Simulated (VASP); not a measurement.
Input:

```xyz
5
Lattice="4.0406 0.0000 0.0000 0.0000 4.0406 0.0000 0.0000 0.0000 4.4232" Properties=species:S:1:pos:R:3 pbc="T T T"
Ba     4.0406     0.0000     0.0889
Ti     2.0203     2.0203     2.3762
O      2.0203     2.0203     4.1942
O      0.0000     2.0203     2.1198
O      2.0203     0.0000     2.1198
```

The numbers are results of revPBE GGA, VASP's PBE PAW potentials (set 64) (plane waves; VASP), not measurements. Settings: 520 eV cut-off, 6×6×5 Γ-centred mesh, Gaussian smearing of 0.050 eV, potentials Ba_sv Ti_sv O.

Task: The ions and cell shape at fixed volume are relaxed. What does this cell relax into?

Result: 
```xyz
5
Lattice="3.9900 0.0000 0.0000 0.0000 3.9900 0.0000 0.0000 0.0000 4.5360" Properties=species:S:1:pos:R:3 pbc="T T T"
Ba     3.9900     3.9900     0.1566
Ti     1.9950     1.9950     2.4618
O      1.9950     1.9950     4.2509
O      0.0000     1.9950     2.1537
O      1.9950     0.0000     2.1537
```
Space group P4mm (99), at a tolerance of 0.03 Å.

Task: How much energy does the relaxation gain?

Result: The energy (σ→0) changes by -3.6 meV/atom, in 12 ionic steps.

| step | E(σ→0) (eV) | max force (eV/Å) | pressure (GPa) | volume (Å³) |
|---|---|---|---|---|
| 1 | -38.2889 | 0.422 | -3.92 | 72.21 |
| 2 | -38.2933 | 0.255 | -2.84 | 72.21 |
| 3 | -38.2942 | 0.097 | -3.16 | 72.21 |
| 4 | -38.2978 | 0.092 | -2.86 | 72.21 |
| 5 | -38.3026 | 0.107 | -1.88 | 72.21 |
| 6 | -38.3047 | 0.081 | -1.85 | 72.21 |
| 7 | -38.3050 | 0.137 | -1.83 | 72.21 |
| 8 | -38.3060 | 0.081 | -1.56 | 72.21 |
| 9 | -38.3060 | 0.095 | -1.53 | 72.21 |
| 10 | -38.3065 | 0.066 | -1.48 | 72.21 |
| 11 | -38.3069 | 0.012 | -1.38 | 72.21 |
| 12 | -38.3070 | 0.005 | -1.36 | 72.21 |

The compound is BaTiO3 in the tetragonal perovskite structure. This cell is one point of a volume scan, at 1.03 of the reference volume. Symmetry was kept, so distortions that lower it aren't found.
